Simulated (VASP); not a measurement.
An input for Quantum ESPRESSO's pw.x (written as the equivalent of a VASP run, and not itself run):

```
&CONTROL
  calculation = 'vc-relax'
  pseudo_dir = './pseudo'
  outdir = './out'
  tprnfor = .true.
  tstress = .true.
  nstep = 40
  forc_conv_thr = 0.00078
/
&SYSTEM
  ibrav = 0
  nat = 3
  ntyp = 2
  ecutwfc = 72
  occupations = 'smearing'
  smearing = 'gaussian'
  degauss = 0.003675
  input_dft = 'pbe'
/
&ELECTRONS
  conv_thr = 7.3e-08
  electron_maxstep = 100
/
&IONS
/
&CELL
  press = 200
/
ATOMIC_SPECIES
  Sn 118.710 Sn.upf
  S 32.060 S.upf
CELL_PARAMETERS angstrom
     1.7594645   -3.0474859    0.0000000
     1.7594645    3.0474859    0.0000000
    -0.0000000    0.0000000    5.0170945
ATOMIC_POSITIONS crystal
  Sn   0.0000000  0.0000000  0.0000000
  S    0.3333330  0.6666670  0.2919297
  S    0.6666670  0.3333330  0.7080703
K_POINTS automatic
  7 7 5 0 0 0
```

Q: Translate this input to VASP (INCAR, KPOINTS, POSCAR, choice of POTCAR).

A: One answer among several that fit: 
KPOINTS:
```
Automatic mesh
0
Gamma
7 7 5
0 0 0
```

INCAR:
```
! general
SYSTEM  = SnS2
PREC    = Accurate
ENCUT   = 500
LREAL   = F
LASPH   = T

! electronic loop
EDIFF   = 1E-6
NELM    = 100
ALGO    = Normal
LMAXMIX = 4

! smearing
ISMEAR  = 0
SIGMA   = 0.05

! functional
GGA     = PE

! ions
IBRION  = 2
NSW     = 40
ISIF    = 3
EDIFFG  = -0.02
PSTRESS = 200

! output
LWAVE   = F
LCHARG  = F
```

POSCAR:
```
SnS2
1
    1.7594644790    -3.0474859352     0.0000000000
    1.7594644790     3.0474859352     0.0000000000
   -0.0000000000     0.0000000000     5.0170944621
Sn S
1 2
Direct
  0.0000000000   0.0000000000   0.0000000000
  0.3333330000   0.6666670000   0.2919297143
  0.6666670000   0.3333330000   0.7080702857
```

POTCAR, in this order: Sn_d S (PBE.64 set). Program: vasp_std.

The two are equivalent in intent, not identical: the potentials are each code's own (VASP's PAW set, PseudoDojo norm-conserving files in pw.x), so ENCUT and ecutwfc are chosen apart and not converted; conv_thr bounds pw.x's estimated SCF error, while EDIFF bounds the energy change between steps; forc_conv_thr acts on force components and is met together with etot_conv_thr.

The compound is SnS2 in the 1T layered structure. It was relaxed first under an external pressure of 20 GPa.
